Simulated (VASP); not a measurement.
OSZICAR of a VASP run on Ge6Si2 (ordered alloy cell):

### OSZICAR
```
       N       E                     dE             d eps       ncg     rms          rms(c)
DAV:   1     0.980249726639E+03    0.98025E+03   -0.37324E+04  2498   0.368E+03
DAV:   2     0.147104461002E+03   -0.83315E+03   -0.80835E+03  2090   0.956E+02
DAV:   3    -0.287115331536E+02   -0.17582E+03   -0.17070E+03  2317   0.231E+02
DAV:   4    -0.413209288964E+02   -0.12609E+02   -0.12522E+02  2447   0.721E+01
DAV:   5    -0.416485492511E+02   -0.32762E+00   -0.32715E+00  2427   0.133E+01    0.741E+00
DAV:   6    -0.412108131332E+02    0.43774E+00   -0.27420E-01  2433   0.333E+00    0.426E+00
DAV:   7    -0.409857174557E+02    0.22510E+00   -0.33324E-01  2265   0.297E+00    0.314E-01
DAV:   8    -0.409903495866E+02   -0.46321E-02   -0.36269E-02  2430   0.155E+00    0.185E-01
DAV:   9    -0.409911976011E+02   -0.84801E-03   -0.13053E-03  2687   0.167E-01    0.779E-02
DAV:  10    -0.409913125965E+02   -0.11500E-03   -0.11284E-04  2510   0.810E-02    0.352E-02
DAV:  11    -0.409913527231E+02   -0.40127E-04   -0.40236E-05  1896   0.232E-02    0.547E-03
DAV:  12    -0.409913545032E+02   -0.17801E-05   -0.19518E-06  1998   0.834E-03    0.278E-03
DAV:  13    -0.409913548804E+02   -0.37715E-06   -0.31201E-07  1347   0.305E-03
   1 F= -.40991355E+02 E0= -.40991355E+02  d E =-.409914E+02
       N       E                     dE             d eps       ncg     rms          rms(c)
DAV:   1    -0.410172860506E+02   -0.25932E-01   -0.10809E+01  2574   0.174E+01    0.469E-01
DAV:   2    -0.410334492030E+02   -0.16163E-01   -0.18292E-01  2594   0.287E+00    0.239E-01
DAV:   3    -0.410324606542E+02    0.98855E-03   -0.61306E-03  2679   0.719E-01    0.108E-01
DAV:   4    -0.410323097778E+02    0.15088E-03   -0.75036E-04  2744   0.177E-01    0.465E-02
DAV:   5    -0.410322932087E+02    0.16569E-04   -0.79480E-05  2437   0.550E-02    0.169E-02
DAV:   6    -0.410322938638E+02   -0.65504E-06   -0.15285E-05  2626   0.439E-02    0.594E-03
DAV:   7    -0.410322946002E+02   -0.73649E-06   -0.87809E-07  1353   0.831E-03
   2 F= -.41032295E+02 E0= -.41032295E+02  d E =-.409397E-01
       N       E                     dE             d eps       ncg     rms          rms(c)
DAV:   1    -0.410333970561E+02   -0.11032E-02   -0.18008E+00  2558   0.709E+00    0.192E-01
DAV:   2    -0.410360765568E+02   -0.26795E-02   -0.30409E-02  2577   0.113E+00    0.972E-02
DAV:   3    -0.410359151915E+02    0.16137E-03   -0.10282E-03  2799   0.276E-01    0.450E-02
DAV:   4    -0.410358876945E+02    0.27497E-04   -0.12093E-04  2694   0.734E-02    0.189E-02
DAV:   5    -0.410358856754E+02    0.20191E-05   -0.14120E-05  2317   0.245E-02    0.702E-03
DAV:   6    -0.410358860810E+02   -0.40557E-06   -0.16520E-06  1333   0.149E-02
   3 F= -.41035886E+02 E0= -.41035886E+02  d E =-.445312E-01
       N       E                     dE             d eps       ncg     rms          rms(c)
DAV:   1    -0.410358742905E+02    0.11385E-04   -0.85879E-03  2543   0.492E-01    0.138E-02
DAV:   2    -0.410358870431E+02   -0.12753E-04   -0.14681E-04  2577   0.756E-02    0.668E-03
DAV:   3    -0.410358864129E+02    0.63018E-06   -0.42077E-06  1924   0.172E-02
   4 F= -.41035886E+02 E0= -.41035886E+02  d E =-.445315E-01
       N       E                     dE             d eps       ncg     rms          rms(c)
DAV:   1    -0.410381371917E+02   -0.22501E-02   -0.50653E-02  2762   0.165E+00    0.284E-01
DAV:   2    -0.410367934849E+02    0.13437E-02   -0.54834E-03  2450   0.105E+00    0.171E-01
DAV:   3    -0.410358963751E+02    0.89711E-03   -0.19270E-03  2608   0.515E-01    0.257E-02
DAV:   4    -0.410359571990E+02   -0.60824E-04   -0.83807E-04  2261   0.299E-01    0.169E-02
DAV:   5    -0.410359481513E+02    0.90477E-05   -0.50954E-05  2645   0.733E-02    0.732E-03
DAV:   6    -0.410359477868E+02    0.36457E-06   -0.62231E-06  2007   0.266E-02
   5 F= -.41035948E+02 E0= -.41035948E+02  d E =-.613738E-04
       N       E                     dE             d eps       ncg     rms          rms(c)
DAV:   1    -0.410364265168E+02   -0.47837E-03   -0.97031E-03  2626   0.719E-01    0.124E-01
DAV:   2    -0.410361753033E+02    0.25121E-03   -0.10970E-03  2444   0.468E-01    0.748E-02
DAV:   3    -0.410360053317E+02    0.16997E-03   -0.36036E-04  2608   0.223E-01    0.111E-02
DAV:   4    -0.410360180494E+02   -0.12718E-04   -0.15874E-04  2261   0.130E-01    0.726E-03
DAV:   5    -0.410360172517E+02    0.79777E-06   -0.95008E-06  2534   0.317E-02
   6 F= -.41036017E+02 E0= -.41036017E+02  d E =-.130839E-03
```

### Question
Which electronic solver shows in the log?

### Answer
It is blocked Davidson (ALGO = Normal, or the opening steps of other solvers). The INCAR had ALGO = Normal.

### Question
Can the final energy be trusted as converged?

### Answer
Self-consistency was reached. It stopped with EDIFF = 1E-6, NELM = 100, NSW = 60 and EDIFFG = -0.01 after 6 ionic steps (PBEsol GGA, plane waves, VASP's PBE PAW potentials (set 64)).

The structure was generated: Ge6Si2 was put into an ordered model structure (R-3m), which need not be its known phase. This run relaxes it. Symmetry was kept, so distortions that lower it aren't found.
